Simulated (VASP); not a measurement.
Level of theory: PBEsol GGA, VASP's PBE PAW potentials (set 64) (plane waves; VASP).

The input files of a VASP run:

**POSCAR**
```
Pd(110) slab
1
    2.7396218003     0.0000000000     0.0000000000
    0.0000000000     3.8744108394    -0.0000000000
   -0.0000000000    -0.0000000000    25.8983767488
Pd
8
Direct
  0.0000000000   0.0000000000   0.3148790000
  0.5000000000   0.5000000000   0.3677710000
  0.0000000000   0.0000000000   0.4206620000
  0.5000000000   0.5000000000   0.4735540000
  0.0000000000   0.0000000000   0.5264460000
  0.5000000000   0.5000000000   0.5793380000
  0.0000000000   0.0000000000   0.6322290000
  0.5000000000   0.5000000000   0.6851210000
```

File KPOINTS:
```
Automatic mesh
0
Gamma
10 7 1
0 0 0
```

### INCAR
```
SYSTEM = Pd(110) slab
PREC = Normal; ENCUT = 400; LREAL = F
LASPH = T
EDIFF = 1E-5; NELM = 100; NELMIN = 4
ALGO = Normal; LMAXMIX = 4
ISMEAR = 1; SIGMA = 0.1
GGA = PS
IBRION = 2; NSW = 50; ISIF = 2
EDIFFG = -0.03
LWAVE = T; LCHARG = F
DIPOL = 0.5 0.5 0.5
LDIPOL = T; IDIPOL = 3
```

POTCAR, in this order: Pd (PBE.64 set). Program: vasp_std.

Output

OSZICAR:
```
...
DAV:  22    -0.449893186385E+02   -0.12999E-04   -0.55666E-06  1512   0.120E-02    0.162E-02
DAV:  23    -0.449893349618E+02   -0.16323E-04   -0.61791E-06  1512   0.165E-02    0.303E-03
DAV:  24    -0.449893578266E+02   -0.22865E-04   -0.17205E-06  1448   0.614E-03    0.316E-03
DAV:  25    -0.449893701628E+02   -0.12336E-04   -0.58423E-07  1432   0.329E-03    0.264E-03
DAV:  26    -0.449893798773E+02   -0.97146E-05   -0.58036E-07  1464   0.259E-03
   1 F= -.44989380E+02 E0= -.44987288E+02  d E =-.449894E+02
       N       E                     dE             d eps       ncg     rms          rms(c)
DAV:   1    -0.450170668326E+02   -0.27697E-01   -0.16783E+01  2304   0.159E+01    0.652E-01
DAV:   2    -0.450979485433E+02   -0.80882E-01   -0.48026E-01  2552   0.405E+00    0.284E+00
DAV:   3    -0.450388669331E+02    0.59082E-01   -0.19007E-01  2552   0.310E+00    0.612E-01
DAV:   4    -0.450385814966E+02    0.28544E-03   -0.29887E-02  2608   0.134E+00    0.667E-01
DAV:   5    -0.450358605556E+02    0.27209E-02   -0.67071E-03  2568   0.697E-01    0.351E-01
DAV:   6    -0.450359780601E+02   -0.11750E-03   -0.72044E-03  2576   0.561E-01    0.274E-01
DAV:   7    -0.450353082847E+02    0.66978E-03   -0.32763E-03  2456   0.476E-01    0.780E-02
DAV:   8    -0.450352138134E+02    0.94471E-04   -0.41026E-04  2432   0.125E-01    0.499E-02
DAV:   9    -0.450351975310E+02    0.16282E-04   -0.93929E-05  2544   0.560E-02    0.309E-02
DAV:  10    -0.450351952289E+02    0.23021E-05   -0.20014E-05  1424   0.312E-02
   2 F= -.45035195E+02 E0= -.45033210E+02  d E =-.458154E-01
       N       E                     dE             d eps       ncg     rms          rms(c)
DAV:   1    -0.450333113253E+02    0.18862E-02   -0.21784E+01  2304   0.181E+01    0.779E-01
DAV:   2    -0.451459590145E+02   -0.11265E+00   -0.64739E-01  2584   0.480E+00    0.341E+00
DAV:   3    -0.450618147061E+02    0.84144E-01   -0.26739E-01  2536   0.369E+00    0.742E-01
DAV:   4    -0.450610745976E+02    0.74011E-03   -0.45041E-02  2608   0.160E+00    0.776E-01
DAV:   5    -0.450574795792E+02    0.35950E-02   -0.93842E-03  2560   0.793E-01    0.417E-01
DAV:   6    -0.450575644910E+02   -0.84912E-04   -0.92213E-03  2568   0.622E-01    0.300E-01
DAV:   7    -0.450567504016E+02    0.81409E-03   -0.38062E-03  2456   0.517E-01    0.882E-02
DAV:   8    -0.450566420249E+02    0.10838E-03   -0.55405E-04  2440   0.142E-01    0.629E-02
DAV:   9    -0.450566162749E+02    0.25750E-04   -0.14813E-04  2568   0.704E-02    0.364E-02
DAV:  10    -0.450566139657E+02    0.23091E-05   -0.26564E-05  1424   0.378E-02
   3 F= -.45056614E+02 E0= -.45054717E+02  d E =-.672341E-01
       N       E                     dE             d eps       ncg     rms          rms(c)
DAV:   1    -0.450565687004E+02    0.47574E-04   -0.33937E-01  2304   0.226E+00    0.975E-02
DAV:   2    -0.450582145970E+02   -0.16459E-02   -0.90858E-03  2504   0.581E-01    0.425E-01
DAV:   3    -0.450569824857E+02    0.12321E-02   -0.35376E-03  2560   0.436E-01    0.859E-02
DAV:   4    -0.450570072412E+02   -0.24756E-04   -0.65322E-04  2592   0.191E-01    0.110E-01
DAV:   5    -0.450569405933E+02    0.66648E-04   -0.20590E-04  2472   0.118E-01    0.520E-02
DAV:   6    -0.450569519164E+02   -0.11323E-04   -0.14894E-04  2528   0.811E-02    0.404E-02
DAV:   7    -0.450569377522E+02    0.14164E-04   -0.61746E-05  1992   0.685E-02    0.129E-02
DAV:   8    -0.450569365057E+02    0.12465E-05   -0.11114E-05  1328   0.212E-02
   4 F= -.45056937E+02 E0= -.45055033E+02  d E =-.675566E-01
       N       E                     dE             d eps       ncg     rms          rms(c)
DAV:   1    -0.450580609566E+02   -0.11232E-02   -0.11808E+00  2304   0.429E+00    0.114E-01
DAV:   2    -0.450617099750E+02   -0.36490E-02   -0.22509E-02  2496   0.893E-01    0.568E-01
DAV:   3    -0.450594169932E+02    0.22930E-02   -0.75693E-03  2544   0.627E-01    0.943E-02
DAV:   4    -0.450593927978E+02    0.24195E-04   -0.65968E-04  2592   0.189E-01    0.921E-02
DAV:   5    -0.450593409717E+02    0.51826E-04   -0.13669E-04  2464   0.981E-02    0.584E-02
DAV:   6    -0.450593126357E+02    0.28336E-04   -0.30632E-04  2472   0.730E-02    0.433E-02
DAV:   7    -0.450592995866E+02    0.13049E-04   -0.59919E-05  1744   0.569E-02    0.157E-02
DAV:   8    -0.450592979835E+02    0.16031E-05   -0.87096E-06  1304   0.225E-02
   5 F= -.45059298E+02 E0= -.45057536E+02  d E =-.236148E-02
       N       E                     dE             d eps       ncg     rms          rms(c)
DAV:   1    -0.450589698683E+02    0.32972E-03   -0.89544E-01  2304   0.373E+00    0.103E-01
DAV:   2    -0.450619825839E+02   -0.30127E-02   -0.18048E-02  2488   0.805E-01    0.526E-01
DAV:   3    -0.450599946591E+02    0.19879E-02   -0.66631E-03  2536   0.587E-01    0.818E-02
DAV:   4    -0.450599824356E+02    0.12223E-04   -0.52694E-04  2624   0.168E-01    0.777E-02
DAV:   5    -0.450599423937E+02    0.40042E-04   -0.11071E-04  2408   0.887E-02    0.472E-02
DAV:   6    -0.450599259728E+02    0.16421E-04   -0.22175E-04  2472   0.632E-02    0.384E-02
DAV:   7    -0.450599156646E+02    0.10308E-04   -0.44060E-05  1520   0.491E-02    0.124E-02
DAV:   8    -0.450599147908E+02    0.87372E-06   -0.60525E-06  1296   0.179E-02
   6 F= -.45059915E+02 E0= -.45058248E+02  d E =-.297829E-02
       N       E                     dE             d eps       ncg     rms          rms(c)
DAV:   1    -0.450601125432E+02   -0.19688E-03   -0.26415E-01  2304   0.203E+00    0.761E-02
DAV:   2    -0.450612148672E+02   -0.11023E-02   -0.62983E-03  2480   0.487E-01    0.321E-01
DAV:   3    -0.450604551908E+02    0.75968E-03   -0.37132E-03  2552   0.438E-01    0.107E-01
DAV:   4    -0.450604326173E+02    0.22573E-04   -0.23220E-04  2504   0.109E-01    0.652E-02
DAV:   5    -0.450604081216E+02    0.24496E-04   -0.93808E-05  2136   0.766E-02    0.468E-02
DAV:   6    -0.450603976748E+02    0.10447E-04   -0.10894E-04  2456   0.666E-02    0.262E-02
DAV:   7    -0.450603940749E+02    0.35999E-05   -0.20561E-05  1248   0.383E-02
   7 F= -.45060394E+02 E0= -.45058705E+02  d E =-.479284E-03
       N       E                     dE             d eps       ncg     rms          rms(c)
DAV:   1    -0.450584705400E+02    0.19271E-02   -0.23783E+00  2304   0.611E+00    0.230E-01
DAV:   2    -0.450676289588E+02   -0.91584E-02   -0.54597E-02  2480   0.142E+00    0.902E-01
DAV:   3    -0.450617417839E+02    0.58872E-02   -0.32706E-02  2536   0.128E+00    0.341E-01
DAV:   4    -0.450613880210E+02    0.35376E-03   -0.21178E-03  2528   0.332E-01    0.204E-01
DAV:   5    -0.450611374251E+02    0.25060E-03   -0.93024E-04  2544   0.237E-01    0.142E-01
DAV:   6    -0.450610301914E+02    0.10723E-03   -0.93512E-04  2552   0.202E-01    0.768E-02
DAV:   7    -0.450609968419E+02    0.33350E-04   -0.18645E-04  2416   0.113E-01    0.446E-02
DAV:   8    -0.450609842419E+02    0.12600E-04   -0.46625E-05  1408   0.489E-02    0.139E-02
DAV:   9    -0.450609820029E+02    0.22390E-05   -0.83747E-06  1304   0.144E-02
   8 F= -.45060982E+02 E0= -.45059205E+02  d E =-.106721E-02
       N       E                     dE             d eps       ncg     rms          rms(c)
DAV:   1    -0.450609509324E+02    0.33309E-04   -0.35664E-01  2304   0.232E+00    0.931E-02
DAV:   2    -0.450624523586E+02   -0.15014E-02   -0.90393E-03  2504   0.574E-01    0.376E-01
DAV:   3    -0.450614089432E+02    0.10434E-02   -0.45067E-03  2536   0.486E-01    0.106E-01
DAV:   4    -0.450613684736E+02    0.40470E-04   -0.58697E-04  2520   0.180E-01    0.651E-02
DAV:   5    -0.450613315394E+02    0.36934E-04   -0.10802E-04  2384   0.830E-02    0.284E-02
DAV:   6    -0.450613386661E+02   -0.71268E-05   -0.11817E-04  2416   0.745E-02    0.373E-02
DAV:   7    -0.450613282524E+02    0.10414E-04   -0.53249E-05  1824   0.641E-02    0.160E-02
DAV:   8    -0.450613264264E+02    0.18260E-05   -0.11251E-05  1288   0.238E-02
   9 F= -.45061326E+02 E0= -.45059485E+02  d E =-.344424E-03
```

**OUTCAR**
```
------------------------ aborting loop because EDIFF is reached ----------------------------------------
  FORCE on cell =-STRESS in cart. coord.  units (eV):
  Direction    XX          YY          ZZ          XY          YZ          ZX
  --------------------------------------------------------------------------------------
  Total       -3.5409128     -2.1601675     -0.4918311      0.0000000      0.0000000      0.0000000
  in kB      -20.6374953    -12.5900999     -2.8665383      0.0000000      0.0000000      0.0000000
  external PRESSURE =     -12.0313778 kB  Pullay stress =       0.0000000 kB
  volume of cell :      274.90
      direct lattice vectors                 reciprocal lattice vectors
     2.739621800  0.000000000  0.000000000     0.365013886  0.000000000  0.000000000
     0.000000000  3.874410839  0.000000000     0.000000000  0.258103759  0.000000000
     0.000000000  0.000000000 25.898376749     0.000000000  0.000000000  0.038612459
 POSITION                                       TOTAL-FORCE (eV/Angst)
 -----------------------------------------------------------------------------------
      0.00000      0.00000      8.24084         0.000000      0.000000      0.008487
      1.36981      1.93721      9.48001         0.000000      0.000000      0.019891
      0.00000      0.00000     10.90399         0.000000      0.000000     -0.024287
      1.36981      1.93721     12.26425         0.000000      0.000000     -0.004342
      0.00000      0.00000     13.63413         0.000000      0.000000      0.004342
      1.36981      1.93721     14.99439         0.000000      0.000000      0.024287
      0.00000      0.00000     16.41837         0.000000      0.000000     -0.019891
      1.36981      1.93721     17.65753         0.000000      0.000000     -0.008487
 -----------------------------------------------------------------------------------
    total drift:                                0.000000     -0.000000      0.000000
  FREE ENERGIE OF THE ION-ELECTRON SYSTEM (eV)
  ---------------------------------------------------
  free  energy   TOTEN  =       -45.0613264264 eV

  energy  without entropy=      -45.0558034802  energy(sigma->0) =      -45.05948544

 reached required accuracy - stopping structural energy minimisation
```
(Selected blocks of OUTCAR.)

### CONTCAR
```
Pd(110) slab
   1.00000000000000
     2.7396218003000001    0.0000000000000000    0.0000000000000000
     0.0000000000000000    3.8744108393999999    0.0000000000000000
     0.0000000000000000    0.0000000000000000   25.8983767488000005
  Pd
     8
Direct
     0.0000000000000000    0.0000000000000000    0.3181992511617035
     0.5000000000000000    0.5000000000000000    0.3660465299685856
     0.0000000000000000    0.0000000000000000    0.4210298730682779
     0.5000000000000000    0.5000000000000000    0.4735527560425737
     0.0000000000000000    0.0000000000000000    0.5264472439574263
     0.5000000000000000    0.5000000000000000    0.5789701269317221
     0.0000000000000000    0.0000000000000000    0.6339534700314146
     0.5000000000000000    0.5000000000000000    0.6818007488382964
```

The cell is a thin slab with vacuum, built from Pd (fcc): (110) face.
